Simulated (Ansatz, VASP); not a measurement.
# Cross-check of HfC between VASP and Ansatz

Aim: how closely do two programs agree when they are given the same cell, functional and k mesh? The cell is taken from a series of runs on this material, whose earlier steps may have relaxed, scaled, displaced or heated it; both programs get it as it stands.

Program: Ansatz 0.2.0. Level of theory: plane waves, with VASP 6.6.1 beside it; zone-centre phonons at PBEsol. Results are calculated unless marked as measured.

## (1) The structure

Symmetry: Fm-3m, No. 225, cubic system. The conventional cell has a = 4.698 Å, b = 4.698 Å, c = 4.698 Å, α = 90.00°, β = 90.00°, γ = 90.00°. C has 6 Hf at 2.35 Å nearest. Nearest to Hf lie 6 C at 2.35 Å. Farther neighbours are not listed.

## (2) Ansatz: zone-centre phonons, PBEsol

Ansatz runs on its PAW soft_1 files.

Second derivatives magnify differences that forces hide, and they need a tight electronic threshold.

The input, input.yaml:

```yaml
crystal:
  lattice:
    - [0.0, 2.3487597776, 2.3487597776]
    - [2.3487597776, 0.0, 2.3487597776]
    - [2.3487597776, 2.3487597776, 0.0]
  atoms:
    - { symbol: C, position: [0.0, 0.0, 0.0] }
    - { symbol: Hf, position: [0.5, 0.5, 0.5] }
kpoints:
  mp_grid: { grid: [16, 16, 16] }
hamiltonian:
  xc: pbesol
  pseudopotentials: { kind: paw, azcp: { folder: soft_1 }, xc_functional: pbe }
scf:
  occupations: { method: methfessel_paxton, width: 0.2 }
output:
  eigenvalues: true
phonons:
  method: dfpt
```

Run with:

```sh
> ansatz run input.yaml --threads 4 --pin off --max-ram 10240MiB --backend cpu --events-out ev --progress --plain --runs-dir out
```

Numbers of over 12 decimals in the logs are rounded to 6 here.

What it wrote:

```text
Engine: ansatz 0.2.0, x86_64-unknown-linux-gnu
Pseudopotentials: kind: paw
Pseudopotential: C, paw, valence charge 4, recommended cutoff 420 eV (normal), soft_1/C.paw.azcp
Pseudopotential: Hf, paw, valence charge 26, recommended cutoff 420 eV (normal), soft_1/Hf.paw.azcp
Functional definition: PBEsol
  exchange = pbesol_x
  correlation = pbesol_c
Crystal: 2 atoms, lattice volume = 25.915 Å³
Basis set: ecut = 420 eV, 531 PW (Γ), exchange–correlation on 48×48×48 points (8 copies of the dense FFT grid, shifted against one another)
Bands: 19, of which v1, the nominal top of the filled ones, is band 15 counted from 1 (14 counted from 0)
Symmetry: 48 space group operations
k-points: 349 of 4096 (irreducible under 8 space group operations, time reversal used)
Non-local potential: C, projectors of the file, l = 0: 2, l = 1: 2, l = 2: 1
Non-local potential: Hf, projectors of the file, l = 0: 3, l = 1: 2, l = 2: 2, l = 3: 3
PAW form: soft (Blöchl's): semilocal exchange-correlation on the pseudo side does not see the compensation charge
PAW frozen core: C, regenerated for the run's functional, and the local potential with it (the file was generated under x = pbe(κ = 0.804, μ = 0.219515), c = pbe(β = 0.066725))
PAW frozen core: Hf, regenerated for the run's functional, and the local potential with it (the file was generated under x = pbe(κ = 0.804, μ = 0.219515), c = pbe(β = 0.066725))
PAW one-centre angular grid: C, 110 points (default); XC on 64 Gauss nodes
PAW one-centre angular grid: Hf, 590 points (default); XC on 64 Gauss nodes
Initial density: superposition of atomic densities (chi_scale 0.1, normalization cell, long waves kept (reshape's long-wave potential 0.00 eV rms))
Initial wavefunctions: pseudopotential atomic-orbital guess
Functional: x = pbesol(κ = 0.804, μ = 0.123457), c = pbesol(β = 0.046)
SCF iter   1: F=—  HF=-15847.968830 eV  |F-HF|=—  |Δ(HF+E_count)|=         —  Δρ=8.18e-2  dr2=2.43e0  ethr=3.10e-3  ⟨swp⟩=4.7  Hψ=27626  notcnv=0
preconditioner: auto → Kerker (q_TF=auto, 2.796 Å⁻¹)  [metal: Δε(μ)=0.062 eV  Ē_g=17.524 eV  σ=0.200 eV  W_gap=0.26  n_scr=14 (ndim 8)  ℏωp=38.6 eV  f_vac=0.000  D(μ)=0.21/eV (n_scr^D=0)]
SCF iter   2: F=—  HF=-15847.479471 eV  |F-HF|=—  |Δ(HF+E_count)|=   4.89e-1  S|Δr|=    0.00e0  Δρ=3.21e-2  dr2=2.61e-1  ethr=3.10e-3  ⟨swp⟩=2.3  Hψ=11994  notcnv=0
SCF iter   3: F=—  HF=-15847.428989 eV  |F-HF|=—  |Δ(HF+E_count)|=   5.05e-2  S|Δr|=    0.00e0  Δρ=1.43e-2  dr2=3.46e-2  ethr=8.70e-4  ⟨swp⟩=2.0  Hψ=11447  notcnv=0
SCF iter   4: F=—  HF=-15847.420295 eV  |F-HF|=—  |Δ(HF+E_count)|=   8.69e-3  S|Δr|=    0.00e0  Δρ=8.05e-3  dr2=8.18e-3  ethr=1.15e-4  ⟨swp⟩=2.0  Hψ=11787  notcnv=0
SCF iter   5: F=—  HF=-15847.420220 eV  |F-HF|=—  |Δ(HF+E_count)|=   7.44e-5  S|Δr|=    0.00e0  Δρ=1.53e-3  dr2=3.01e-4  ethr=2.73e-5  ⟨swp⟩=2.4  Hψ=11359  notcnv=0
SCF iter   6: F=—  HF=-15847.420152 eV  |F-HF|=—  |Δ(HF+E_count)|=   6.82e-5  S|Δr|=    0.00e0  Δρ=2.07e-4  dr2=1.08e-5  ethr=1.00e-6  ⟨swp⟩=2.8  Hψ=11918  notcnv=0
SCF iter   7: F=—  HF=-15847.420163 eV  |F-HF|=—  |Δ(HF+E_count)|=   1.10e-5  S|Δr|=    0.00e0  Δρ=6.54e-5  dr2=9.90e-7  ethr=3.60e-8  ⟨swp⟩=2.2  Hψ=12145  notcnv=0
SCF iter   8: F=—  HF=-15847.420162 eV  |F-HF|=—  |Δ(HF+E_count)|=   1.12e-6  S|Δr|=    0.00e0  Δρ=1.34e-5  dr2=3.14e-8  ethr=3.30e-9  ⟨swp⟩=2.3  Hψ=11928  notcnv=0
SCF iter   9: F=—  HF=-15847.420162 eV  |F-HF|=—  |Δ(HF+E_count)|=   2.15e-8  S|Δr|=    0.00e0  Δρ=2.65e-6  dr2=1.64e-9  ethr=1.05e-10  ⟨swp⟩=2.8  Hψ=11931  notcnv=0
SCF iter  10: F=—  HF=-15847.420162 eV  |F-HF|=—  |Δ(HF+E_count)|=   2.04e-9  S|Δr|=    0.00e0  Δρ=3.21e-7  dr2=1.84e-11  ethr=5.45e-12  ⟨swp⟩=2.5  Hψ=12361  notcnv=0
SCF iter  11: F=-15847.420162 eV  HF=-15847.420162 eV  |F-HF|=5.46e-12  |Δ(HF+E_count)|=  9.09e-12  S|Δr|=    0.00e0  Δρ=4.58e-8  dr2=2.64e-13  ethr=1.00e-12  ⟨swp⟩=3.8  Hψ=53374  notcnv=0
SCF 1 converged in 11 iterations: F = -15847.420162 eV  dr2 = 2.64e-13
  Residual-converged pass: ⟨swp⟩=1.3  Hψ=8340  notcnv=0  max |occ|·‖R‖ = 7.1e-9 eV (tolerance 1.0e-8 eV)  dr2=2.64e-13  dr2_onsite=3.75e-13  max |Δocc| = 3.9e-13
  greatest PAW one-centre occupation: 0.998 electrons in one spin orbital (limit 2), on the Hf atom at site 1 (counted from 0), in its partial waves of l = 0
DFPT response loops at Γ: preconditioner auto → Kerker (q_TF=auto, 2.796 Å⁻¹) (partly filled bands, converged f_vac=0.000); β = 1.00, the filter's whole step (`scf.mixing.beta` (0.50) is not read by the response loops under this deck's `scf.mixing.preconditioner`; to damp them name `kerker` or `kerker_dos`, under which they read `scf.mixing.beta`, and type it under 1.00, their step now; both keys bind the ground state too); Broyden in place of MSR1
SCF converged after 11 iterations
Stability not checked: this state was not tested for a lower state beside it, because cold or Methfessel-Paxton smearing, or corrected tetrahedra, fill the levels in a way that the test cannot read (fill_not_monotonic; see scf.lower_state_search)
Free energy (F): -15847.420162 eV
Harris-Foulkes:  -15847.420162 eV  (|F-HF|=5.46e-12)
Internal energy: -15847.419490 eV  (E = F + TS)
E sigma→0 (E₀):  -15847.419994 eV
Entropy (-TS):   -0.000672 eV (-0.336 meV/atom)
Fermi energy:    17.808388 eV
--- Per-component energies (eV) ---
  E_band       = 41.079870
  E_kinetic    = 490.396177
  E_local      = -6314.693912  (includes V_loc(G=0)·N_el)
  E_nonlocal   = 90.865015
  E_hartree    = 3078.521940
  E_xc         = -310.912423
  E_vxc        = -312.012829  (∫ρ·V_xc dr)
  E_paw        = -7672.672421  (= ΣΔE_a)
  E_vpaw       = -70.518549  (= ΣTr[D̂ρ^β])
  E_aug_tail   = 0.000103  (compensation charges beyond the density's cutoff)
  E_ewald      = -5210.196126
  E_core_change = 1.272157  (= ΣΔE_core)
  E_smearing   = -0.000672  (= −TS)
  E_closure    = -0.000000  (closes the sum)
  Σ components = -15847.420162   (vs F -15847.420162, Δ=0.00e0)
--- Band table (eV; the first three rows and the last of 349) ---
  k-point 0: bands = [... 11 lower, 6.7182, 18.8644, 18.8644, 18.8644, 19.1240, 19.1240, 19.1240, 21.0593]
  k-point 1: bands = [... 11 lower, 6.7183, 18.0891, 18.3371, 18.3371, 19.3518, 19.3518, 19.6484, 21.5530]
  k-point 2: bands = [... 11 lower, 6.7185, 17.0424, 17.5463, 17.5463, 19.6749, 19.6749, 20.0548, 22.5947]
  k-point 348: bands = [... 11 lower, 8.3337, 14.8905, 15.1009, 15.1009, 21.3702, 21.3702, 24.2782, 24.5354]
--- Phonons (Γ-DFPT): 2 representative perturbations + reference, on 349 of 4096 k-points (Σ response iterations 7) ---
  k mesh reduced under 8 symmetry operations, with k and −k counted as one. Each operation leaves every solved perturbation unchanged. A smaller set is not used because it would not reduce the number of displacements times k-points to solve
  ASR residual: 5.844e-6 → 0.000e0 eV/Å²; symmetrization residual: 1.050e-6 eV/Å²
  ASR residual per site (eV/Å²): 5.84e-6 2.37e-6
  Γ frequencies (cm⁻¹): 0.00 0.00 0.00 398.43 398.43 398.43
  non-analytic LO–TO correction: not included (Born effective charges unavailable; polar crystals: no LO–TO splitting at Γ)
```

## (3) VASP: zone-centre phonons, PBEsol

The same cell, functional, mesh and smearing now go to VASP, with its own data sets.

Lines of VASP's logs that name or quote its potential files are left out, and so is its time.

The input, INCAR:

```
SYSTEM = HfC
PREC = Accurate
ENCUT = 600
EDIFF = 1E-08
NELM = 120
ISMEAR = 1
SIGMA = 0.2
LREAL = .FALSE.
ALGO = Normal
GGA = PS
NBANDS = 13
LASPH = .TRUE.
LORBIT = 11
LWAVE = .FALSE.
LCHARG = .FALSE.
ISIF = 2
IBRION = 8
GGA_COMPAT = .FALSE.
KPAR = 2
```

The input, POSCAR:

```
HfC
1.0
    0.0000000000      2.3487597776      2.3487597776
    2.3487597776      0.0000000000      2.3487597776
    2.3487597776      2.3487597776      0.0000000000
C Hf
1 1
Direct
    0.0000000000      0.0000000000      0.0000000000
    0.5000000000      0.5000000000      0.5000000000
```

The input, KPOINTS:

```
Automatic mesh
0
Gamma
16 16 16
0 0 0
```

Potentials, in the order of the species: C and Hf_pv (PBE family, release 64).

Run with:

```sh
> mpirun -np 2 vasp_std
```

What it wrote:

```text
[banner, memory and clock lines left out]
running    2 mpi-ranks, on    1 nodes
 distrk:  each k-point on    1 cores,    2 groups
 distr:  one band on    1 cores,    1 groups

 POSCAR found type information on POSCAR C Hf
 POSCAR found :  2 types and       2 ions
|                                                                             |
|               ----> ADVICE to this user running VASP <----                  |
|                                                                             |
|     You enforced a specific xc type in the INCAR file but a different       |
|     [... a line on the potential file left out ...]
|     I HOPE YOU KNOW WHAT YOU ARE DOING!                                     |
|                                                                             |

 LDA part: xc-table for (Slater+PW92), standard interpolation
 POSCAR, INCAR and KPOINTS ok, starting setup
 FFT: planning ... GRIDC
 FFT: planning ... GRID_SOFT
 FFT: planning ... GRID
 WAVECAR not read
 entering main loop
       N       E                     dE             d eps       ncg     rms          rms(c)
DAV:   1     0.245029751794E+02    0.24503E+02   -0.86007E+03  3778   0.118E+03
DAV:   2    -0.232632957121E+02   -0.47766E+02   -0.44513E+02  4832   0.218E+02
DAV:   3    -0.250587625269E+02   -0.17955E+01   -0.17847E+01  4734   0.299E+01
DAV:   4    -0.250695407117E+02   -0.10778E-01   -0.10776E-01  4195   0.276E+00
DAV:   5    -0.250696214840E+02   -0.80772E-04   -0.80770E-04  4710   0.221E-01    0.549E+01
DAV:   6    -0.222228957956E+02    0.28467E+01   -0.12637E+01  4315   0.185E+01    0.395E+01
DAV:   7    -0.221518825614E+02    0.71013E-01   -0.61145E-01  4285   0.542E+00    0.237E+01
DAV:   8    -0.221388194714E+02    0.13063E-01   -0.89535E-02  4525   0.231E+00    0.583E+00
DAV:   9    -0.221309886553E+02    0.78308E-02   -0.34535E-02  4440   0.103E+00    0.198E+00
DAV:  10    -0.221304912981E+02    0.49736E-03   -0.22609E-03  4518   0.339E-01    0.667E-02
DAV:  11    -0.221304847937E+02    0.65044E-05   -0.10564E-04  4340   0.919E-02    0.111E-02
DAV:  12    -0.221304840296E+02    0.76409E-06   -0.48244E-06  4685   0.174E-02    0.880E-03
DAV:  13    -0.221304838307E+02    0.19894E-06   -0.31594E-07  4570   0.409E-03    0.338E-03
DAV:  14    -0.221304838110E+02    0.19731E-07   -0.33983E-08  4260   0.145E-03    0.202E-03
DAV:  15    -0.221304838289E+02   -0.17900E-07   -0.60712E-09  2180   0.641E-04    0.274E-04
DAV:  16    -0.221304838308E+02   -0.19038E-08   -0.83387E-10  1970   0.278E-04
   1 F= -.22130484E+02 E0= -.22130264E+02  d E =-.658691E-03
 Linear response reoptimize wavefunctions to high precision
DAV:   1    -0.221304838299E+02    0.83446E-09   -0.65962E-11  2240   0.750E-05
DAV:   2    -0.221304838299E+02    0.12278E-10   -0.95386E-12  1930   0.288E-05
 Linear response DOF=           2
 Linear response progress:
  Degree of freedom:   1/  2
       N       E                     dE             d eps       ncg     rms          rms(c)
RMM:   1    -0.120677378823E+00   -0.12068E+00    0.37738E-02 19880   0.185E+00
RMM:   2    -0.117643182486E+00    0.30342E-02   -0.31633E-03 14590   0.338E-01    0.386E-01
RMM:   3    -0.118017435355E+00   -0.37425E-03   -0.60095E-04 13358   0.140E-01    0.202E-01
RMM:   4    -0.118884934309E+00   -0.86750E-03   -0.36358E-04 13782   0.105E-01    0.358E-02
RMM:   5    -0.118880773014E+00    0.41613E-05   -0.10006E-05 14971   0.233E-02    0.105E-02
RMM:   6    -0.118880355352E+00    0.41766E-06   -0.44197E-07 15899   0.439E-03    0.464E-03
RMM:   7    -0.118869822550E+00    0.10533E-04   -0.90661E-08 15243   0.202E-03    0.274E-03
RMM:   8    -0.118873328034E+00   -0.35055E-05   -0.13988E-08 15796   0.805E-04    0.351E-04
RMM:   9    -0.118872481213E+00    0.84682E-06    0.75929E-10 16773   0.170E-04    0.209E-04
RMM:  10    -0.118872472208E+00    0.90043E-08   -0.26563E-09 16904   0.418E-05    0.701E-05
 first order change of Fermi-energy   0.48978E-03
 force on displaced ion       1 direction 1 :  -6.509   0.000   0.000
 Linear response progress:
  Degree of freedom:   2/  2
       N       E                     dE             d eps       ncg     rms          rms(c)
RMM:   1    -0.216388446839E+00   -0.21639E+00    0.36771E+00 10082   0.120E+01
RMM:   2    -0.213993959645E+00    0.23945E-02   -0.31749E-02 13990   0.130E+00    0.496E-01
RMM:   3    -0.213240666973E+00    0.75329E-03   -0.99996E-04 17503   0.161E-01    0.199E-01
RMM:   4    -0.212732135800E+00    0.50853E-03   -0.85150E-05 18862   0.566E-02    0.129E-01
RMM:   5    -0.212259554181E+00    0.47258E-03   -0.31030E-05 18401   0.412E-02    0.135E-02
RMM:   6    -0.212247150588E+00    0.12404E-04   -0.25001E-06 18919   0.106E-02    0.541E-03
RMM:   7    -0.212257559480E+00   -0.10409E-04   -0.75917E-07 19896   0.266E-03    0.573E-03
RMM:   8    -0.212257819978E+00   -0.26050E-06   -0.89112E-07 19623   0.597E-04    0.154E-03
RMM:   9    -0.212258016876E+00   -0.19690E-06   -0.10186E-06 20655   0.295E-04    0.172E-04
RMM:  10    -0.212258346958E+00   -0.33008E-06   -0.90329E-07 19959   0.104E-04    0.151E-05
RMM:  11    -0.212258401072E+00   -0.54114E-07   -0.34483E-07 21802   0.359E-05    0.443E-05
RMM:  12    -0.212258408894E+00   -0.78220E-08   -0.18968E-07 19177   0.132E-05    0.158E-05
RMM:  13    -0.212258416998E+00   -0.81037E-08   -0.92768E-08 17575   0.702E-06    0.543E-06
 first order change of Fermi-energy  -0.28861E-04
 force on displaced ion       2 direction 1 :  -6.510   0.000   0.000
 Linear response finished
```

From OUTCAR (step 3):

```text
ion  position               nearest neighbor table
   1  0.000  0.000  0.000-   2 2.35   2 2.35   2 2.35   2 2.35   2 2.35   2 2.35
   2  0.500  0.500  0.500-   1 2.35   1 2.35   1 2.35   1 2.35   1 2.35   1 2.35

  LATTYP: Found a face centered cubic cell.
 ALAT       =     4.6975195552

 Subroutine GETGRP returns: Found 48 space group operations
 (whereof 48 operations were pure point group operations)

The static configuration has the point symmetry O_h .

 Found    145 irreducible k-points:

   k-points           NKPTS =    145   k-points in BZ     NKDIM =    145   number of bands    NBANDS=     13

   dimension x,y,z NGX =    28 NGY =   28 NGZ =   28
   dimension x,y,z NGXF=    56 NGYF=   56 NGZF=   56

   ENCUT  =  600.0 eV  44.10 Ry    6.64 a.u.   6.63  6.63  6.63*2*pi/ulx,y,z

   NELECT =      14.0000    total number of electrons

 k-points in reciprocal lattice and weights: Automatic mesh
   0.00000000  0.00000000  0.00000000       0.000
   0.06250000  0.00000000  0.00000000       0.002
   0.12500000  0.00000000  0.00000000       0.002
   0.18750000  0.00000000  0.00000000       0.002
   0.25000000  0.00000000  0.00000000       0.002
   0.31250000  0.00000000  0.00000000       0.002
   0.37500000  0.00000000  0.00000000       0.002
   0.43750000  0.00000000  0.00000000       0.002
   0.50000000  0.00000000  0.00000000       0.001
[...]
-0.31250000  0.50000000  0.18750000       0.003
  -0.25000000  0.50000000  0.25000000       0.001

 average (electrostatic) potential at core
       1 -48.1541       2 -35.6795

  Total       -2.1877831     -2.1877831     -2.1877831      0.0000000      0.0000000     -0.0000000
  in kB     -135.2598961   -135.2598961   -135.2598961      0.0000000      0.0000000     -0.0000000
  external PRESSURE =    -135.2598961 kB  Pullay stress =       0.0000000 kB

  energy-cutoff  :      600.00
  volume of cell :       25.91
      direct lattice vectors                 reciprocal lattice vectors
     0.000000000  2.348759778  2.348759778    -0.212878305  0.212878305  0.212878305
     2.348759778  0.000000000  2.348759778     0.212878305 -0.212878305  0.212878305
     2.348759778  2.348759778  0.000000000     0.212878305  0.212878305 -0.212878305

 POSITION                                       TOTAL-FORCE (eV/Angst)
 -----------------------------------------------------------------------------------
      0.00000      0.00000      0.00000        -0.000000      0.000000     -0.000000
      2.34876      2.34876      2.34876         0.000000     -0.000000      0.000000
 -----------------------------------------------------------------------------------
    total drift:                                0.000000      0.000000      0.000000

 Eigenvectors and eigenvalues of the dynamical matrix
 ----------------------------------------------------

   1 f  =   11.889693 THz    74.705145 2PiTHz  396.597471 cm-1    49.171797 meV
             X         Y         Z           dx          dy          dz
      0.000000  0.000000  0.000000     0.000000    0.967958    0.000000
      2.348760  2.348760  2.348760     0.000000   -0.251111    0.000000

   2 f  =   11.889693 THz    74.705145 2PiTHz  396.597471 cm-1    49.171797 meV
             X         Y         Z           dx          dy          dz
      0.000000  0.000000  0.000000     0.967958    0.000000    0.000000
      2.348760  2.348760  2.348760    -0.251111    0.000000    0.000000

   3 f  =   11.889693 THz    74.705145 2PiTHz  396.597471 cm-1    49.171797 meV
             X         Y         Z           dx          dy          dz
      0.000000  0.000000  0.000000     0.000000    0.000000    0.967958
      2.348760  2.348760  2.348760     0.000000    0.000000   -0.251111

   4 f/i=    0.000178 THz     0.001117 2PiTHz    0.005932 cm-1     0.000735 meV
             X         Y         Z           dx          dy          dz
      0.000000  0.000000  0.000000     0.000000   -0.251111    0.000000
      2.348760  2.348760  2.348760     0.000000   -0.967958    0.000000

   5 f/i=    0.000178 THz     0.001117 2PiTHz    0.005932 cm-1     0.000735 meV
             X         Y         Z           dx          dy          dz
      0.000000  0.000000  0.000000    -0.251111    0.000000    0.000000
      2.348760  2.348760  2.348760    -0.967958    0.000000    0.000000

   6 f/i=    0.000178 THz     0.001117 2PiTHz    0.005932 cm-1     0.000735 meV
             X         Y         Z           dx          dy          dz
      0.000000  0.000000  0.000000     0.000000    0.000000   -0.251111
      2.348760  2.348760  2.348760     0.000000    0.000000   -0.967958

 ELASTIC MODULI CONTR FROM IONIC RELAXATION (kBar)
 Direction    XX          YY          ZZ          XY          YZ          ZX
 --------------------------------------------------------------------------------
 XX           0.0000      0.0000      0.0000      0.0000      0.0000      0.0000
 YY           0.0000      0.0000      0.0000      0.0000      0.0000      0.0000
 ZZ           0.0000      0.0000      0.0000      0.0000      0.0000      0.0000
 XY           0.0000      0.0000      0.0000      0.0000      0.0000      0.0000
 YZ           0.0000      0.0000      0.0000      0.0000      0.0000      0.0000
 ZX           0.0000      0.0000      0.0000      0.0000      0.0000      0.0000
 --------------------------------------------------------------------------------
```

## (4) Differences

Known differences besides the potentials themselves: the data sets hold 30 valence electrons in Ansatz (on its PAW soft_1 files) and 14 in VASP; the cutoff is 420 eV in Ansatz and 600 eV in VASP; Ansatz makes its cores anew for this functional, VASP keeps those of its PBE data sets. Total energies have different zeros and are not compared.

Compared:

| quantity | Ansatz | VASP | difference |
| --- | --- | --- | --- |
| optical mode 1 to 3 (cm⁻¹) | 398.4 | 396.6 | +0.46 % |

Modes are paired by rising frequency, not by their patterns, so a pair may set unlike modes beside each other; they are those without the splitting of longitudinal modes.

## (5) Results

| Property | Result |
| --- | --- |
| r.m.s. difference of the optical zone-centre modes, each program's sorted by frequency (zone-centre phonons, PBEsol) | 1.8 cm⁻¹ |

The r.m.s. difference of the optical zone-centre modes, each program's sorted by frequency is 1.8 cm⁻¹ (zone-centre phonons, PBEsol). The data sets hold unlike numbers of valence electrons (30 in Ansatz and 14 in VASP), so part of the differences comes from the potentials. Such differences can come from data sets, numerical settings and the points named under the comparisons, not from the functional's error against experiment.

[Lines on the potential files, build, host, timing and source positions are cut from VASP's logs without a mark.]

[Logs are printed without paths, hosts, clocks, repeated set-up lines and the standing remarks that a program may print on its own settings, such as how far it seeks lower states.]

[Hosts, paths, dates, database ids (printed as entryN), source tags and the programs' standing remarks are cut or masked in the printed files.]
